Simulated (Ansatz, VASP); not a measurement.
# InAs: VASP beside Ansatz

Aim: how closely do two programs agree when they are given the same cell, functional and k mesh? The cell is taken from a series of runs on this material, whose earlier steps may have relaxed, scaled, displaced or heated it; both programs get it as it stands.

Calculated with Ansatz 0.2.0; plane waves, with VASP 6.6.1 beside it; single point at HSE06.

**1. The structure**

It takes space group F-43m (No. 216, cubic). The conventional cell has a = 6.006 Å, b = 6.006 Å, c = 6.006 Å, α = 90.00°, β = 90.00°, γ = 90.00°. Nearest to In lie 4 As at 2.60 Å. Nearest to As lie 4 In at 2.60 Å. Farther neighbours are not listed.

**2. Ansatz: single point, HSE06**

Ansatz runs on its PAW soft_1 files.

With cell and atoms fixed, the geometry can't cause a difference; cores, projectors, grids and the points listed under the comparison can.

Contents of input.yaml:

```yaml
crystal:
  lattice:
    - [0.0, 3.0029432451, 3.0029432451]
    - [3.0029432451, 0.0, 3.0029432451]
    - [3.0029432451, 3.0029432451, 0.0]
  atoms:
    - { symbol: In, position: [0.0, 0.0, 0.0] }
    - { symbol: As, position: [0.75, 0.75, 0.75] }
kpoints:
  mp_grid: { grid: [5, 5, 5] }
scf:
  occupations: { method: fermi_dirac, width: 0.02 }
hamiltonian:
  xc: hse06
  pseudopotentials: { kind: paw, azcp: { folder: soft_1 } }
basis:
  ecutwfc: 600
output:
  forces: true
  stress: true
  write_density: true
  write_potential: true
  elf: true
  volumetric_format: npy
```

Run with:

```bash
$ ansatz run input.yaml --threads 8 --pin off --max-ram 18432MiB --backend cpu --events-out ev --progress --plain --runs-dir out
```

Numbers of over 12 decimals in the logs are rounded to 6 here.

The log of the run:

```text
Warning: output.stress: scf.convergence.dr2_threshold = 1e-7 eV (the SCF's general default) is looser than the 2e-10 eV advised for a printed stress (1e-10 eV for each atom of the cell: 2). What an SCF threshold leaves in a stress goes as its square root, and in the free energy as the threshold itself, and one threshold admits the most on a small cell: [figures from the program's tests cut] Set scf.convergence.dr2_threshold to 2e-10 eV or tighter. The threshold is an SCF's pass mark: one that does not reach it within its budget of iterations ends unconverged, or closes short of it on a stop that the run arms, and scf.convergence.dr2_threshold's page says what that costs each kind of run
Warning: output.stress: scf.exx.energy_threshold = 1e-6 eV is looser than the 2e-8 eV advised for a stress under a hybrid functional (1e-8 eV for each atom of the cell: 2). Every SCF of the exchange loop can meet its threshold on dr2 while the loop round them stops early: no threshold on dr2 bounds what that leaves in the stress. Set scf.exx.energy_threshold to 2e-8 eV or tighter. The threshold is the loop's pass mark: a loop that does not reach it within its budget of cycles ends unconverged, and scf.exx.energy_threshold's page has the law
Engine: ansatz 0.2.0, aarch64-unknown-linux-gnu
Pseudopotentials: kind: paw
Pseudopotential: In, paw, valence charge 13, recommended cutoff 420 eV (normal), soft_1/In.paw.azcp
Pseudopotential: As, paw, valence charge 15, recommended cutoff 420 eV (normal), soft_1/As.paw.azcp
Functional definition: HSE06
  parameter a = 0.25
  parameter omega = 0.11/bohr
  exchange = pbe_x - a*pbe_x_sr(omega) + a*exact_x_sr(omega)
  correlation = pbe_c
Crystal: 2 atoms, lattice volume = 54.159 Å³
Basis set: ecut = 600 eV, 1807 PW (Γ), exchange–correlation on 72×72×72 points (8 copies of the dense FFT grid, shifted against one another)
Bands: 18, of which v1, the nominal top of the filled ones, is band 14 counted from 1 (13 counted from 0)
Symmetry: 24 space group operations
Space group: F-43m (ITA 216), of the structure as read, at distance tolerance 3.8e-5 Å
k-points: 10 of 125 (time reversal used)
Non-local potential: In, projectors of the file, l = 0: 2, l = 1: 2, l = 2: 2, l = 3: 1
Non-local potential: As, projectors of the file, l = 0: 2, l = 1: 2, l = 2: 3, l = 3: 1
PAW form: soft (Blöchl's): semilocal exchange-correlation on the pseudo side does not see the compensation charge
PAW frozen core: In, regenerated for the run's functional, and the local potential with it (the file was generated under x = pbe(κ = 0.804, μ = 0.219515), c = pbe(β = 0.066725))
PAW frozen core: As, regenerated for the run's functional, and the local potential with it (the file was generated under x = pbe(κ = 0.804, μ = 0.219515), c = pbe(β = 0.066725))
PAW one-centre angular grid: In, 590 points (default); XC on 64 Gauss nodes
PAW one-centre angular grid: As, 590 points (default); XC on 64 Gauss nodes
Initial density: superposition of atomic densities (chi_scale 0.1, normalization cell, long waves kept (reshape's long-wave potential 0.00 eV rms))
Initial wavefunctions: pseudopotential atomic-orbital guess
Functional: x = pbe(κ = 0.804, μ = 0.219515), c = pbe(β = 0.066725), warm-up for x = pbe(κ = 0.804, μ = 0.219515) + 0.25 (exact − pbe) at short range (hse, ω = 0.207870 Å⁻¹), c = pbe(β = 0.066725); HSE06 as pw.x's `hse` composes it (authors' and Libxc's form: `xc: wpbeh`)
SCF iter   1: F=—  HF=-10454.448193 eV  |F-HF|=—  |Δ(HF+E_count)|=         —  Δρ=3.13e-2  dr2=4.16e-1  ethr=1.00e-1  ⟨swp⟩=5.3  Hψ=503  notcnv=0
preconditioner: auto → none  [insulator: Δε(μ)=1.169 eV  Ē_g=14.916 eV  σ=0.020 eV  W_gap=0.68  n_scr=14 (ndim 8)  ℏωp=21.4 eV  f_vac=0.005  D(μ)=0.58/eV (n_scr^D=0)]
SCF iter   2: F=—  HF=-10454.428018 eV  |F-HF|=—  |Δ(HF+E_count)|=   2.02e-2  Δρ=1.35e-2  dr2=7.34e-2  ethr=1.49e-3  ⟨swp⟩=4.8  Hψ=474  notcnv=0  defer=2
iter 3 solved again at ethr=5.37e-6 eV; its pass at ethr=2.62e-4 eV (dr2=1.50e-3 eV) is discarded
SCF iter   3: F=—  HF=-10454.421941 eV  |F-HF|=—  |Δ(HF+E_count)|=   6.08e-3  Δρ=2.15e-3  dr2=1.29e-3  ethr=5.37e-6  ⟨swp⟩=4.8  Hψ=1060  notcnv=0
eigensolver tolerance schedule: the retry pair's looser diagonalisation over-reported the residual by 0.16 of it (diagonalisation noise at 0.17 of the residual, at the tolerance the schedule requests for it); recorded, not acted on — ethr = c·dr2/N_el stays at c = 1.0e-1
SCF iter   4: F=—  HF=-10454.421961 eV  |F-HF|=—  |Δ(HF+E_count)|=   1.96e-5  Δρ=4.73e-4  dr2=1.13e-4  ethr=4.62e-6  ⟨swp⟩=3.0  Hψ=425  notcnv=0
SCF iter   5: F=—  HF=-10454.421982 eV  |F-HF|=—  |Δ(HF+E_count)|=   2.11e-5  Δρ=2.54e-4  dr2=1.68e-5  ethr=4.02e-7  ⟨swp⟩=3.8  Hψ=435  notcnv=0
SCF iter   6: F=—  HF=-10454.421993 eV  |F-HF|=—  |Δ(HF+E_count)|=   1.09e-5  Δρ=7.02e-5  dr2=1.07e-6  ethr=5.99e-8  ⟨swp⟩=3.3  Hψ=407  notcnv=0
SCF iter   7: F=—  HF=-10454.421994 eV  |F-HF|=—  |Δ(HF+E_count)|=   1.06e-6  Δρ=1.09e-5  dr2=2.37e-8  ethr=3.81e-9  ⟨swp⟩=4.0  Hψ=490  notcnv=0
SCF iter   8: F=—  HF=-10454.421994 eV  |F-HF|=—  |Δ(HF+E_count)|=   3.60e-8  Δρ=2.41e-6  dr2=2.79e-9  ethr=8.46e-11  ⟨swp⟩=4.1  Hψ=480  notcnv=0
SCF iter   9: F=-10454.421994 eV  HF=-10454.421994 eV  |F-HF|=1.09e-11  |Δ(HF+E_count)|=   1.55e-9  Δρ=3.70e-7  dr2=2.76e-11  ethr=9.95e-12  ⟨swp⟩=4.0  Hψ=491  notcnv=0
SCF 1 converged in 9 iterations: F = -10454.421994 eV  dr2 = 2.76e-11
  greatest PAW one-centre occupation: 0.999 electrons in one spin orbital (limit 2), on the As atom at site 1 (counted from 0), in its partial waves of l = 2
Initial density: handed on by an earlier stage of this run
Initial wavefunctions: those handed on with the density
Functional: x = pbe(κ = 0.804, μ = 0.219515) + 0.25 (exact − pbe) at short range (hse, ω = 0.207870 Å⁻¹), c = pbe(β = 0.066725); HSE06 as pw.x's `hse` composes it (authors' and Libxc's form: `xc: wpbeh`)
Exchange kernel: α = 0.2500, screened, ω = 0.2079 Å⁻¹, Wigner–Seitz truncation, v(0) = 1045.4451 eV·Å³, q-mesh 5×5×5, nearest image of the exchange supercell L = 21.23 Å, pair-density grid 18×18×18, without the augmentation charges, whose exchange is taken in its separable form by FFT convolution over the k-point mesh (sized by the pseudopotential files, 30×30×30 at the most), smooth part of the exact exchange by density-matrix convolution
Frozen-core exchange: fock
iter 1 solved again at ethr=2.80e-5 eV; its pass at ethr=1.00e-1 eV (dr2=7.84e-3 eV) is discarded
SCF iter   1: F=—  HF=-10459.675484 eV  |F-HF|=—  |Δ(HF+E_count)|=         —  Δρ=5.65e-3  dr2=9.73e-3  ethr=2.80e-5  ⟨swp⟩=5.0  Hψ=1107  notcnv=0
preconditioner: auto → none  [insulator: Δε(μ)=0.544 eV  Ē_g=16.848 eV  σ=0.020 eV  W_gap=1.00  n_scr=14 (ndim 8)  ℏωp=21.4 eV  f_vac=0.093  D(μ)=0.00/eV (n_scr^D=0)]
SCF iter   2: F=—  HF=-10459.676222 eV  |F-HF|=—  |Δ(HF+E_count)|=   7.38e-4  Δρ=2.87e-3  dr2=2.01e-3  ethr=2.80e-5  ⟨swp⟩=4.2  Hψ=522  notcnv=0
SCF iter   3: F=—  HF=-10459.676351 eV  |F-HF|=—  |Δ(HF+E_count)|=   1.29e-4  Δρ=7.89e-4  dr2=1.75e-4  ethr=7.07e-6  ⟨swp⟩=3.5  Hψ=459  notcnv=0  defer=1
SCF iter   4: F=—  HF=-10459.676340 eV  |F-HF|=—  |Δ(HF+E_count)|=   1.11e-5  Δρ=2.64e-4  dr2=2.17e-5  ethr=6.23e-7  ⟨swp⟩=3.6  Hψ=479  notcnv=0
SCF iter   5: F=-10459.676326 eV  HF=-10459.676327 eV  |F-HF|=1.08e-6  |Δ(HF+E_count)|=   1.32e-5  Δρ=3.49e-5  dr2=7.12e-7  ethr=7.70e-8  ⟨swp⟩=3.0  Hψ=424  notcnv=0
SCF 2 stopped early in 5 iterations: F = -10459.676326 eV  dr2 = 7.12e-7
hybrid outer 1: dexx = +1.016e-2 eV, tail = 3.55e-5 eV
Exchange kernel: α = 0.2500, screened, ω = 0.2079 Å⁻¹, Wigner–Seitz truncation, v(0) = 1045.4451 eV·Å³, q-mesh 5×5×5, nearest image of the exchange supercell L = 21.23 Å, pair-density grid 18×18×18, without the augmentation charges, whose exchange is taken in its separable form by FFT convolution over the k-point mesh (sized by the pseudopotential files, 30×30×30 at the most), smooth part of the exact exchange by density-matrix convolution
Frozen-core exchange: fock
SCF iter   1: F=—  HF=-10459.676471 eV  |F-HF|=—  |Δ(HF+E_count)|=         —  Δρ=7.47e-5  dr2=1.54e-6  ethr=6.34e-7  ⟨swp⟩=4.3  Hψ=411  notcnv=0
preconditioner: auto → none  [insulator: Δε(μ)=0.672 eV  Ē_g=16.829 eV  σ=0.020 eV  W_gap=1.00  n_scr=14 (ndim 8)  ℏωp=21.4 eV  f_vac=0.094  D(μ)=0.00/eV (n_scr^D=0)]
SCF iter   2: F=—  HF=-10459.676472 eV  |F-HF|=—  |Δ(HF+E_count)|=   8.40e-7  Δρ=3.64e-5  dr2=4.23e-7  ethr=5.20e-9  ⟨swp⟩=4.1  Hψ=586  notcnv=0
SCF iter   3: F=—  HF=-10459.676472 eV  |F-HF|=—  |Δ(HF+E_count)|=   7.40e-8  Δρ=6.68e-6  dr2=5.62e-8  ethr=1.50e-9  ⟨swp⟩=3.3  Hψ=407  notcnv=0
SCF iter   4: F=-10459.676472 eV  HF=-10459.676472 eV  |F-HF|=2.88e-9  |Δ(HF+E_count)|=   1.73e-8  Δρ=2.70e-6  dr2=5.20e-9  ethr=1.73e-10  ⟨swp⟩=3.6  Hψ=378  notcnv=0  defer=3
SCF 3 converged in 4 iterations: F = -10459.676472 eV  dr2 = 5.20e-9
  Residual-converged pass: ⟨swp⟩=3.3  Hψ=462  notcnv=0  max |occ|·‖R‖ = 2.4e-6 eV (tolerance 2.4e-6 eV)  dr2=5.00e-9  dr2_onsite=1.53e-9  max |Δocc| = 2.9e-15
hybrid outer 2: dexx = +5.853e-7 eV, tail = 2.31e-8 eV, Δε = 5.14e-3 eV (about 1.91e-4 eV left of the loop's levels)
hybrid SCF converged: 2 outer / 9 inner (+9 warm-up), last move |dexx| = 5.85e-7 eV, tail = 2.31e-8 eV
Stability not checked: this state was not tested for a lower state beside it, because the functional holds exact exchange (a hybrid, or Hartree-Fock), whose exchange loop this test does not read (fock_operator; see scf.lower_state_search)
Free energy (F): -10459.676472 eV
Frozen-core exchange: fock
Harris-Foulkes:  -10459.676472 eV  (|F-HF|=2.88e-9)
Internal energy: -10459.676472 eV  (E = F + TS)
E sigma→0 (E₀):  -10459.676472 eV
Fermi energy:    7.909497 eV
--- Per-component energies (eV) ---
  E_band       = -376.323727
  E_kinetic    = 317.370200
  E_local      = -3449.671110  (includes V_loc(G=0)·N_el)
  E_nonlocal   = -68.676612
  E_hartree    = 1723.689427
  E_xc         = -171.436587
  E_vxc        = -131.186454  (∫ρ·V_xc dr)
  E_exx        = -93.703669  (= α·E_x^exact, valence–valence)
  E_paw        = -6176.525264  (= ΣΔE_a)
  E_vpaw       = -304.127268  (= ΣTr[D̂ρ^β])
  E_aug_tail   = -0.000046  (compensation charges beyond the density's cutoff)
  E_ewald      = -2540.473802
  E_core_change = -0.249009  (= ΣΔE_core)
  E_smearing   = -0.000000  (= −TS)
  E_closure    = 0.000000  (closes the sum)
  Σ components = -10459.676472   (vs F -10459.676472, Δ=-1.82e-12)
--- Forces (eV/Å), atoms counted from 1 ---
  atom   1  In    -0.00000000    -0.00000000     0.00000000
  atom   2  As     0.00000000    -0.00000000     0.00000000
  max |Σ_I F_I| component: 2.34e-16 eV/Å
--- Stress (GPa, compression-positive) ---
        3.349016      -0.000000      -0.000000
       -0.000000       3.349016       0.000000
       -0.000000       0.000000       3.349016
  P = ⅓ Tr σ = 3.3490 GPa (33.490 kbar)
--- Band table (eV; the first three rows and the last of 10) ---
  k-point 0: bands = [... 10 lower, -5.5951, 7.5622, 7.5622, 7.5622, 8.2348, 12.2410]
  k-point 1: bands = [... 10 lower, -5.1451, 4.4334, 7.1006, 7.1006, 9.6255, 12.8643]
  k-point 2: bands = [... 10 lower, -4.1506, 1.6582, 6.5385, 6.5385, 9.3366, 13.0684]
  k-point 9: bands = [... 10 lower, -3.4528, 1.5247, 4.1817, 5.0585, 12.0383, 12.2710]
  guard bands above this table: 2 of the run's 18 bands. The solve was not asked for them (output.publish_guard_bands: true or output.eigenvalues: true publishes all)
```

The column dr2 measures how far the density is from self-consistency, as an energy; F and HF (Harris–Foulkes) agree once it is small.

The run ends at a pressure of 3.35 GPa.

(Part 1 of 2 ends here.)

[Lines on the potential files, build, host, timing and source positions are cut from VASP's logs without a mark.]

[Logs are printed without paths, hosts, clocks, repeated set-up lines and the standing remarks that a program may print on its own settings, such as how far it seeks lower states.]

[Hosts, paths, dates, database ids (printed as entryN), source tags and the programs' standing remarks are cut or masked in the printed files.]
